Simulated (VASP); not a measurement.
Ga:

```
Ga
1.0
     2.26150   -3.83050    0.00000
     2.26150    3.83050    0.00000
     0.00000    0.00000    4.52400
Ga
4
Direct
  0.84510 0.15490 0.08100
  0.65490 0.34510 0.58100
  0.15490 0.84510 0.91900
  0.34510 0.65490 0.41900
```

| Property | Result |
| --- | --- |
| Program | VASP 6.6.1 |
| Task | relaxation of cell and atoms |
| Functional | PBEsol |
| Potentials or basis | VASP PAW PBE potentials, release 64 (Ga_d) |
| Cutoff | 600 eV |
| k mesh | 12 × 12 × 10 |
| Occupations | methfessel-paxton, width 0.1 eV |
| Spin | no spin polarisation |

At the start: pressure -1.5 GPa; volume 19.59 Å³/atom.

Task: Where does the relaxation end?

Result: Over 12 steps the energy falls by 3.5 meV/atom and the volume is 19.06 Å³/atom (-2.7 %); space group Cmce (No. 64, to 0.05 Å).

The path:
| step | energy change (eV) | largest force (eV/Å) | pressure (GPa) | volume (Å³) |
| --- | --- | --- | --- | --- |
| 1 | 0.0000 | 0.1530 | -1.54 | 78.38 |
| 2 | -0.0136 | 0.0159 | -0.10 | 76.26 |
| 3 | -0.0135 | 0.0124 | 0.18 | 76.13 |
| 4 | -0.0136 | 0.0149 | -0.02 | 76.22 |
| 5 | -0.0136 | 0.0125 | 0.10 | 76.17 |
| 6 | -0.0138 | 0.0162 | -0.04 | 76.30 |
| 7 | -0.0138 | 0.0186 | -0.08 | 76.34 |
| 8 | -0.0139 | 0.0124 | 0.15 | 76.27 |
| 9 | -0.0139 | 0.0150 | -0.02 | 76.27 |
| 10 | -0.0139 | 0.0117 | -0.02 | 76.27 |
| 11 | -0.0139 | 0.0112 | 0.06 | 76.26 |
| 12 | -0.0139 | 0.0089 | 0.01 | 76.23 |

Final structure:
```
Ga
1.0
     2.23268   -3.80104    0.00000
     2.23268    3.80104    0.00000
     0.00000    0.00000    4.49134
Ga
4
Direct
  0.84404 0.15596 0.08210
  0.65596 0.34404 0.58210
  0.15596 0.84404 0.91790
  0.34404 0.65596 0.41790
```

Caveat: the PAW data sets were made with another functional, which shifts forces and pressure a little.
